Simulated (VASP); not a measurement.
# NbAl2N3 (P6/mmm) in VASP: notebook

Runs on NbAl2N3. Level: PBE. Tasks: relaxation of cell and atoms.

Everything below comes from runs of VASP 6.6.1. Logs are shortened: lines on timing, memory, paths and dates and some standing lists are left out, and cuts for length are marked.

### 1 The structure

The structure is hexagonal, space group P6/mmm (No. 191). The conventional cell has a = 4.563 Å, b = 4.563 Å, c = 4.223 Å, α = 90.00°, β = 90.00°, γ = 120.00°. Al (site symmetry -6m2) is surrounded by 2 N at 2.11 Å. Around Nb (site symmetry 6/mmm) lie 2 N at 2.11 Å. Around N (site symmetry -6m2) lie 2 Al at 2.11 Å. Around N (site symmetry 6/mmm) lie 2 Nb at 2.11 Å.

The cell was built by a generator and needn't be a form met in nature.

### 2 Relaxation of cell and atoms, PBE

Input file INCAR:

```
ALGO     = Fast           # electronic algorithm
EDIFF    = 1E-4           # SCF threshold, eV
EDIFFG   = -0.08          # ionic threshold
ENCUT    = 520            # plane-wave cutoff, eV
GGA      = PE             # functional
IBRION   = 2              # ionic algorithm
ISIF     = 3              # what is computed and relaxed
ISMEAR   = 0              # smearing method
KPAR     = 2            
LASPH    = T              # aspherical terms in the spheres
LCHARG   = F              # write CHGCAR
LREAL    = F              # projectors in reciprocal space
LWAVE    = F              # write WAVECAR
NELM     = 60             # most SCF steps
NSW      = 24             # ionic steps
PREC     = Normal         # precision mode
SIGMA    = 0.15           # smearing width, eV
```

Input file KPOINTS:

```
k-points
0
Gamma
  4 4 3
```

Input file POSCAR:

```
NbAl2N3
1.0
    4.5634431000      0.0000000000      0.0000000000
   -2.2817215500      3.9520576500      0.0000000000
    0.0000000000      0.0000000000      4.2231062000
Al Nb N
2 1 3
Direct
    0.3333333300      0.6666666700      0.5000000000
    0.6666666700      0.3333333300      0.5000000000
    0.0000000000      0.0000000000      0.0000000000
    0.3333333300      0.6666666700      0.0000000000
    0.6666666700      0.3333333300      0.0000000000
    0.0000000000      0.0000000000      0.5000000000
```

Potentials or basis: VASP PAW PBE potentials, release 64 (Al, Nb_sv, N).

Started as:

```sh
cat potpaw_PBE.64/Al/POTCAR potpaw_PBE.64/Nb_sv/POTCAR potpaw_PBE.64/N/POTCAR > POTCAR
mpirun -np 2 vasp_std > vasp.out
```

OUTCAR:

```text
EDIFF = 1E-4
   EDIFFG = -0.08
   ENCUT = 520
   GGA = PE
   IBRION = 2
   ISIF = 3
   ISMEAR = 0
   LASPH = T
   LREAL = F
   NELM = 60
   NSW = 24
   PREC = Normal

 ion  position               nearest neighbor table
   1  0.333  0.667  0.500-   4 2.11   4 2.11   2 2.63   2 2.63   2 2.63
   2  0.667  0.333  0.500-   5 2.11   5 2.11   1 2.63   1 2.63   1 2.63
   3  0.000  0.000  0.000-   6 2.11   6 2.11
   4  0.333  0.667  0.000-   1 2.11   1 2.11
   5  0.667  0.333  0.000-   2 2.11   2 2.11
   6  0.000  0.000  0.500-   3 2.11   3 2.11

  LATTYP: Found a hexagonal cell.
 ALAT       =     4.5634431000
 C/A-ratio  =     0.9254210269

  Lattice vectors:

 A1 = (   4.5634431000,   0.0000000000,   0.0000000000)
 A2 = (  -2.2817215500,   3.9520576500,   0.0000000000)
 A3 = (   0.0000000000,   0.0000000000,   4.2231062000)

Analysis of symmetry for initial positions (statically):
=====================================================================
 Subroutine PRICEL returns:
 Original cell was already a primitive cell.

 Routine SETGRP: Setting up the symmetry group for a
 hexagonal supercell.

 Subroutine GETGRP returns: Found 24 space group operations
 (whereof 24 operations were pure point group operations)
 out of a pool of 24 trial point group operations.

The static configuration has the point symmetry D_6h.

Analysis of symmetry for dynamics (positions and initial velocities):
=====================================================================
 Subroutine PRICEL returns:
 Original cell was already a primitive cell.

 Routine SETGRP: Setting up the symmetry group for a
 hexagonal supercell.

 Subroutine GETGRP returns: Found 24 space group operations
 (whereof 24 operations were pure point group operations)
 out of a pool of 24 trial point group operations.

The dynamic configuration has the point symmetry D_6h.

 Subroutine INISYM returns: Found 24 space group operations
 (whereof 24 operations are pure point group operations),
 and found     1 'primitive' translations

----------------------------------------------------------------------------------------

                                     Primitive cell

  volume of cell :      76.1637

  direct lattice vectors                    reciprocal lattice vectors
     4.563443100  0.000000000  0.000000000     0.219132786  0.126516373  0.000000000
    -2.281721550  3.952057650  0.000000000     0.000000000  0.253032746  0.000000000
     0.000000000  0.000000000  4.223106200     0.000000000  0.000000000  0.236792530

  length of vectors
[... 82 lines left out ...]
   TEBEG  =    0.0;   TEEND  =   0.0 temperature during run
   PSTRESS=    0.0 pullay stress
   NELECT =      34.0000    total number of electrons
   NUPDOWN=      -1.0000    fix difference up-down
   EMIN   =  10.00;   EMAX   =-10.00  energy-range for DOS
   EFERMI =   0.00;   METHOD = LEGACY
   ISMEAR =     0;   SIGMA  =   0.15  broadening in eV -4-tet -1-fermi 0-gaus
   EFERMI_NEDOS =   21; number of points for ismear=-14 and -15
   IALGO  =     68    algorithm
   IMIX   =      4    mixing-type and parameters
     AMIX     =   0.40;   BMIX     =  1.00
     AMIX_MAG =   1.60;   BMIX_MAG =  1.00
  volume/ion in A,a.u.               =      12.69        85.66
  Fermi-wavevector in a.u.,A,eV,Ry     =   1.251176  2.364380 21.299132  1.565442
  Thomas-Fermi vector in A             =   2.385136
   LORBIT       =      0    0 simple, 1 ext, 2 COOP (PROOUT), +10 PAW based schemes
   GGA     = PE    functional components
   LHFCALC =     F    Hartree Fock is set to
   AEXX    =    0.0000 exact exchange contribution
   IVDW    =     0    specifies the selected vdW correction
   LEPSILON=     F    determine dielectric tensor
   LRPA    =     F    only Hartree local field effects (RPA)
 conjugate gradient relaxation of ions
 non-spin polarized calculation
 RMM-DIIS sequential band-by-band and
 Gauss-broadening in eV      SIGMA  =   0.15
  energy-cutoff  :      520.00
  volume of cell :       76.16
 maximum number of plane-waves:      2085
   NGX = 17   NGY = 17   NGZ = 15

--------------------------------------- Ionic step        1  -------------------------------------------

 number of electron      34.0000014 magnetization

 Free energy of the ion-electron system (eV)
  ---------------------------------------------------
  ext. energy  EPLUGINS =         0.00000000
  ---------------------------------------------------
  free energy    TOTEN  =       -40.44516834 eV

  energy without entropy =      -40.40500136  energy(sigma->0) =      -40.42508485

------------------------ aborting loop because EDIFF is reached ----------------------------------------

  FORCE on cell =-STRESS in cart. coord.  units (eV):
  Direction    XX          YY          ZZ          XY          YZ          ZX
  --------------------------------------------------------------------------------------
  -------------------------------------------------------------------------------------
  Total       -6.9384169     -6.9384169    -15.9610083      0.0000000      0.0000000      0.0000000
  in kB     -145.9563713   -145.9563710   -335.7553885      0.0000000      0.0000000      0.0000000
  external PRESSURE =    -209.2227103 kB  Pullay stress =       0.0000000 kB
[... 27 lines left out ...]
--------------------------------------- Ionic step        2  -------------------------------------------

 number of electron      34.0000013 magnetization

 E-fermi :  11.2251     XC(G=0): -12.2930

 val. band max:       11.0358691458   @ k =   0.2500   0.2500   0.3333
 cond. band min:      11.2413850444   @ k =   0.2500   0.0000   0.0000
 fundamental gap:      0.2055158985
 Fermi energy:        11.2250770223

 k-point     1 :       0.0000    0.0000    0.0000
  band No.  band energies     occupation
      1     -44.4233      2.00000
      2     -20.9697      2.00000
      3     -20.5078      2.00000
      4     -20.5078      2.00000
      5      -6.6091      2.00000
      6      -4.7294      2.00000
[... 340 lines left out ...]
--------------------------------------- Ionic step        6  -------------------------------------------

 number of electron      33.9999991 magnetization

 Free energy of the ion-electron system (eV)
  ---------------------------------------------------
  ext. energy  EPLUGINS =         0.00000000
  ---------------------------------------------------
  free energy    TOTEN  =       -41.27229843 eV

  energy without entropy =      -41.21694321  energy(sigma->0) =      -41.24462082

 E-fermi :   9.4378     XC(G=0): -11.7825

 val. band max:        9.4038168428   @ k =   0.2500   0.2500   0.0000
 cond. band min:       9.5821195711   @ k =   0.2500   0.2500   0.0000
 fundamental gap:      0.1783027282
 Fermi energy:         9.4378221538

 k-point     1 :       0.0000    0.0000    0.0000
  band No.  band energies     occupation
      1     -46.3981      2.00000
      2     -22.6626      2.00000
      3     -22.3765      2.00000
      4     -22.3765      2.00000
      5      -7.2339      2.00000
      6      -5.5005      2.00000
[... 214 lines left out ...]
  FREE ENERGIE OF THE ION-ELECTRON SYSTEM (eV)
  ---------------------------------------------------
  free  energy   TOTEN  =       -41.2722984344 eV

  energy  without entropy=      -41.2169432085  energy(sigma->0) =      -41.24462082

 reached required accuracy - stopping structural energy minimisation
```

OSZICAR:

```text
N       E                     dE             d eps       ncg     rms          rms(c)
DAV:   1     0.245928729942E+03    0.24593E+03   -0.17130E+04   336   0.153E+03
DAV:   2    -0.273862591024E+02   -0.27331E+03   -0.26385E+03   476   0.446E+02
DAV:   3    -0.489741251144E+02   -0.21588E+02   -0.21052E+02   520   0.105E+02
[... 70 lines left out ...]
RMM:   3    -0.412743993844E+02    0.86339E-02   -0.17992E-02   400   0.119E+00    0.296E-01
RMM:   4    -0.412721838040E+02    0.22156E-02   -0.88092E-03   422   0.836E-01    0.118E-01
RMM:   5    -0.412721216072E+02    0.62197E-04   -0.32143E-03   413   0.417E-01    0.434E-02
RMM:   6    -0.412722435007E+02   -0.12189E-03   -0.13468E-03   310   0.237E-01    0.392E-02
RMM:   7    -0.412722984344E+02   -0.54934E-04   -0.52444E-04   243   0.160E-01
   6 F= -.41272298E+02 E0= -.41244621E+02  d E =-.712609E-02
```

It took 21 s on 2 MPI ranks of Intel Xeon Platinum 8488C (Sapphire Rapids), shared host; peak memory 0.16 GiB.

What came out:

```yaml
Free_energy: -41.2723 eV
Relaxed_volume: 11.05 Å³/atom
Relaxed_cell: a = 4.403 Å, b = 4.403 Å, c = 3.949 Å, α = 90.00°, β = 90.00°, γ = 120.00°
Space_group_after_relaxing_to_0.05_Å: P6/mmm (No. 191)
Energy_gained_by_relaxing: 137.9 meV/atom
Ionic_steps: 6
Pressure_after_relaxing: -0.2 GPa
Band_gap_on_the_k_mesh: none (metal or under the smearing width)
```

Step by step:
```
step  energy change (eV)  largest force (eV/Å)  pressure (GPa)  volume (Å³)
   1              0.0000                0.0000          -20.92        76.16
   2              0.1965                0.0000           35.65        59.19
   3             -0.8183                0.0000           -1.74        67.22
   4             -0.8200                0.0000           -1.00        66.95
   5             -0.8200                0.0000           -0.55        66.77
   6             -0.8271                0.0000           -0.20        66.31
```

Final structure:
```
Al Nb N
1.0
     4.40321    0.00000    0.00000
    -2.20160    3.81329    0.00000
     0.00000    0.00000    3.94949
Al Nb N
2 1 3
Cartesian
  0.0000 2.5422 1.9747
  2.2016 1.2711 1.9747
  2.2016 3.8133 3.9495
  0.0000 2.5422 3.9495
  2.2016 1.2711 0.0000
  4.4032 0.0000 1.9747
```

Caveat: the k mesh is coarse (spacing up to 0.50 Å⁻¹), so the values aren't converged; the relaxation stopped at a loose force limit of 0.08 eV/Å, so its end isn't a converged minimum.

### 3 Relaxation of cell and atoms, PBE

This run uses another cell than the first one, of 11.24 Å³/atom, 0.885 times its volume.

INCAR is that of step 2.

Input file KPOINTS:

```
k-points
0
Gamma
  5 5 2
```

Input file POSCAR:

```
NbAl2N3
1.0
    3.1000000000      0.0000000000      0.0000000000
   -1.5500000000      2.6846787500      0.0000000000
    0.0000000000      0.0000000000      8.1000000000
Al Nb N
2 1 3
Direct
    0.3333333300      0.6666666700      0.6050000000
    0.3333333300      0.6666666700      0.3950000000
    0.0000000000      0.0000000000      0.0000000000
    0.3333333300      0.6666666700      0.8400000000
    0.3333333300      0.6666666700      0.1600000000
    0.0000000000      0.0000000000      0.5000000000
```

Potentials or basis: VASP PAW PBE potentials, release 64 (Al, Nb_sv, N).

Started as:

```sh
cat potpaw_PBE.64/Al/POTCAR potpaw_PBE.64/Nb_sv/POTCAR potpaw_PBE.64/N/POTCAR > POTCAR
mpirun -np 2 vasp_std > vasp.out
```

Run time: 46 s. Hardware: 2 MPI ranks of Intel Xeon Platinum 8488C (Sapphire Rapids), shared host; peak memory 0.15 GiB.

It converged, with:

* Free energy: -46.4052 eV
* Relaxed volume: 11.34 Å³/atom
* Relaxed cell: a = 3.033 Å, b = 3.033 Å, c = 8.537 Å, α = 90.00°, β = 90.00°, γ = 120.00°
* Space group after relaxing (to 0.05 Å): P-6m2 (No. 187)
* Energy gained by relaxing: 1017.0 meV/atom
* Ionic steps: 14
* Pressure after relaxing: 0.1 GPa
* Largest force after relaxing: 0.069 eV/Å
* Band gap on the k mesh: none (metal or under the smearing width)

Forces in eV/Å, atoms in the order of the input:
```
Al   0.000  0.000  0.069
Al   0.000  0.000 -0.069
Nb   0.000  0.000  0.000
N    0.000  0.000  0.002
N    0.000  0.000 -0.002
N    0.000  0.000  0.000
```

Stress tensor (GPa, compression positive):
```
 0.24  0.00  0.00
 0.00  0.24  0.00
 0.00  0.00 -0.05
```

The path:
```tsv
step	energy change (eV)	largest force (eV/Å)	pressure (GPa)	volume (Å³)
1	0.0000	22.6721	18.19	67.41
2	77.6108	159.3751	178.03	79.88
3	-5.3333	5.0559	1.36	69.28
4	-5.3630	4.7182	1.65	69.16
5	-5.3810	4.2526	1.88	68.98
6	-5.6578	1.5191	-8.02	70.47
7	-5.9894	1.4121	-6.14	69.83
8	-5.9900	1.3890	-5.99	69.81
9	-6.0799	0.3674	3.16	66.87
10	-6.0955	0.1234	0.52	67.66
11	-6.1009	0.1566	0.37	67.94
12	-6.1012	0.1454	0.51	67.90
13	-6.1011	0.1402	0.27	67.88
14	-6.1019	0.0695	0.14	68.03
```

Final structure:
```
CELL_PARAMETERS angstrom
3.03337 0.00000 0.00000
-1.51668 2.62697 0.00000
0.00000 0.00000 8.53686
ATOMIC_POSITIONS crystal
Al 0.33333 0.66667 0.64578
Al 0.33333 0.66667 0.35422
Nb 0.00000 0.00000 0.00000
N 0.33333 0.66667 0.85467
N 0.33333 0.66667 0.14533
N 0.00000 0.00000 0.50000
```

Levels at points of the mesh, in eV from the Fermi level:
```
           k point  band 14  band 15  band 16  band 17  band 18  band 19  band 20  band 21
(0.00, 0.00, 0.00)    -3.22    -2.54    -2.54    -1.63     1.41     2.36     3.01     3.41
(0.00, 0.00, 0.50)    -3.77    -2.53    -2.53    -0.04     0.72     2.60     2.65     3.40
```

Caveat: the k mesh is coarse (spacing up to 0.47 Å⁻¹), so the values aren't converged; the relaxation stopped at a loose force limit of 0.08 eV/Å, so its end isn't a converged minimum.

### 4 Relaxation of cell and atoms, PBE

This run uses another cell than the first one, of 11.11 Å³/atom, 0.875 times its volume.

INCAR is that of step 3.

Input file KPOINTS:

```
k-points
0
Gamma
  3 3 5
```

Input file POSCAR:

```
NbAl2N3
1.0
    2.8000816900     -4.2699100200      0.0000000000
    2.8000816900      4.2699100200      0.0000000000
    0.0000000000      0.0000000000      2.7871924100
Al Nb N
2 1 3
Direct
    0.2156325000      0.7843675000      0.0000000000
    0.7843675000      0.2156325000      0.0000000000
    0.5000000000      0.5000000000      0.0000000000
    0.0000000000      0.0000000000      0.0000000000
    0.5000000000      0.0000000000      0.5000000000
    0.0000000000      0.5000000000      0.5000000000
```

Started as:

```sh
cat potpaw_PBE.64/Al/POTCAR potpaw_PBE.64/Nb_sv/POTCAR potpaw_PBE.64/N/POTCAR > POTCAR
mpirun -np 2 vasp_std > vasp.out
```

It took 20 s on 2 MPI ranks of Intel Xeon Platinum 8488C (Sapphire Rapids), shared host; peak memory 0.14 GiB.

The run converged. Its results:

```
Free energy                            : -43.2460 eV
Relaxed volume                         : 10.95 Å³/atom
Relaxed cell                           : a = 5.437 Å, b = 5.437 Å, c = 2.719 Å, α = 90.00°, β = 90.00°, γ = 125.15°
Space group after relaxing (to 0.05 Å) : Cmmm (No. 65)
Energy gained by relaxing              : 355.9 meV/atom
Ionic steps                            : 6
Pressure after relaxing                : 0.1 GPa
Largest force after relaxing           : 0.066 eV/Å
Band gap on the k mesh                 : none (metal or under the smearing width)
```

Forces on the atoms (eV/Å):
```
Al   0.000  0.066  0.000
Al   0.000 -0.066  0.000
Nb   0.000  0.000  0.000
N    0.000  0.000  0.000
N    0.000  0.000  0.000
N    0.000  0.000  0.000
```

Stress tensor (GPa, compression positive):
```
 0.90  0.00  0.00
 0.00 -0.55  0.00
 0.00  0.00 -0.05
```

Step by step:
```tsv
step	energy change (eV)	largest force (eV/Å)	pressure (GPa)	volume (Å³)
1	0.0000	3.8620	-0.10	66.65
2	-2.0526	0.5129	-1.61	66.02
3	-2.1219	0.1661	-0.11	65.72
4	-2.1218	0.2372	0.06	65.68
5	-2.1283	0.2454	0.23	65.71
6	-2.1351	0.0662	0.10	65.70
```

Final structure:
```xyz
6
Lattice="2.5040 -4.8257 0.0000 2.5040 4.8257 0.0000 0.0000 0.0000 2.7185" Properties=species:S:1:pos:R:3 pbc="T T T"
Al    2.5040    2.9981    0.0000
Al    2.5040   -2.9981    0.0000
Nb    2.5040    0.0000    0.0000
N     0.0000    0.0000    0.0000
N     1.2520   -2.4129    1.3593
N     1.2520    2.4129    1.3593
```

Levels at points of the mesh, in eV from the Fermi level:
| k point | band 13 | band 14 | band 15 | band 16 | band 17 | band 18 | band 19 | band 20 | band 21 |
| --- | --- | --- | --- | --- | --- | --- | --- | --- | --- |
| (0.00, 0.00, 0.00) | -2.14 | -1.14 | -0.98 | -0.60 | -0.50 | -0.25 | 0.69 | 1.79 | 2.57 |

Caveat: the k mesh is coarse (spacing up to 0.45 Å⁻¹), so the values aren't converged; the relaxation stopped at a loose force limit of 0.08 eV/Å, so its end isn't a converged minimum.

### 5 Relaxation of cell and atoms, PBE

This run uses another cell than the first one, of 11.16 Å³/atom, 0.879 times its volume.

INCAR is that of step 4.

Input file KPOINTS:

```
k-points
0
Gamma
  5 5 5
```

Input file POSCAR:

```
NbAl2N3
1.0
   -1.5796691700      2.2361550600      4.7390075100
    1.5796691700     -2.2361550600      4.7390075100
    1.5796691700      2.2361550600     -4.7390075100
Al Nb N
2 1 3
Direct
    0.6666670000      0.6666670000      0.0000000000
    0.3333330000      0.3333330000      0.0000000000
    0.0000000000      0.0000000000      0.0000000000
    0.8333330000      0.3333330000      0.5000000000
    0.1666670000      0.6666670000      0.5000000000
    0.5000000000      0.0000000000      0.5000000000
```

Started as:

```sh
cat potpaw_PBE.64/Al/POTCAR potpaw_PBE.64/Nb_sv/POTCAR potpaw_PBE.64/N/POTCAR > POTCAR
mpirun -np 2 vasp_std > vasp.out
```

It took 67 s on 2 MPI ranks of Intel Xeon Platinum 8488C (Sapphire Rapids), shared host; peak memory 0.2 GiB.

Results (log left out):

- Free energy: -48.3831 eV
- Relaxed volume: 9.44 Å³/atom
- Relaxed cell: a = 5.284 Å, b = 5.284 Å, c = 5.284 Å, α = 148.17°, β = 132.78°, γ = 58.07°
- Space group after relaxing (to 0.05 Å): Immm (No. 71)
- Energy gained by relaxing: 276.7 meV/atom
- Ionic steps: 7
- Pressure after relaxing: -0.5 GPa
- Largest force after relaxing: 0.056 eV/Å
- Band gap on the k mesh: none (metal or under the smearing width)

Forces in eV/Å, atoms in the order of the input:
```
Al   0.000  0.000  0.056
Al   0.000  0.000 -0.056
Nb   0.000  0.000  0.000
N    0.000  0.000 -0.047
N    0.000  0.000  0.047
N    0.000  0.000  0.000
```

Stress tensor (GPa, compression positive):
```
-1.04  0.00  0.00
 0.00  0.48  0.00
 0.00  0.00 -1.05
```

Step by step:
| step | energy change (eV) | largest force (eV/Å) | pressure (GPa) | volume (Å³) |
| --- | --- | --- | --- | --- |
| 1 | 0.0000 | 2.0183 | -26.87 | 66.96 |
| 2 | -0.7581 | 2.4663 | 40.31 | 50.38 |
| 3 | -1.2967 | 2.5961 | 5.28 | 55.97 |
| 4 | -1.6318 | 0.3931 | 5.44 | 55.50 |
| 5 | -1.6411 | 0.0471 | 4.92 | 55.56 |
| 6 | -1.6455 | 0.0681 | -4.60 | 57.66 |
| 7 | -1.6603 | 0.0562 | -0.54 | 56.66 |

Final structure:
```
Al Nb N
1.0
    -1.44880    2.11625    4.62020
     1.44880   -2.11625    4.62020
     1.44880    2.11625   -4.62020
Al Nb N
2 1 3
Cartesian
  0.0000 0.0000 6.1911
  0.0000 0.0000 3.0493
  0.0000 0.0000 0.0000
  0.0000 2.1162 2.9034
  1.4488 0.0000 1.7168
  0.0000 2.1162 0.0000
```

Levels at points of the mesh, in eV from the Fermi level:
```tsv
k point	band 13	band 14	band 15	band 16	band 17	band 18	band 19	band 20	band 21
(0.00, 0.00, 0.00)	-3.33	-2.73	-2.26	-2.15	-1.37	0.44	1.10	1.97	3.50
```

Caveat: the k mesh is coarse (spacing up to 0.49 Å⁻¹), so the values aren't converged; the volume moved by over 15 % at a fixed basis, so the end points are rough; the relaxation stopped at a loose force limit of 0.08 eV/Å, so its end isn't a converged minimum.

### 6 The runs side by side

```tsv
k mesh	gap on the mesh (eV)	pressure (GPa)	relaxed volume (Å³/atom)	largest force (eV/Å)
4 × 4 × 3	none	-0.2	11.05	-
5 × 5 × 2	none	0.1	11.34	0.07
3 × 3 × 5	none	0.1	10.95	0.07
5 × 5 × 5	none	-0.5	-	0.06
```

Alike in all rows: task relaxation of cell and atoms; level PBE; potentials or basis VASP PAW PBE potentials, release 64 (Al, Nb_sv, N); no spin polarisation; cell relaxed; cutoff (eV) 520; smearing gaussian 0.15 eV; the mesh is coarse, so values aren't converged.

Caveats: all runs use coarse meshes; the relaxation stopped at a loose force limit of 0.08 eV/Å, so its end isn't a converged minimum; the volume moved by over 15 % at a fixed basis, so the end points are rough (some runs).

Total energies depend on the potentials used, so only differences within one code and one set of settings carry meaning.
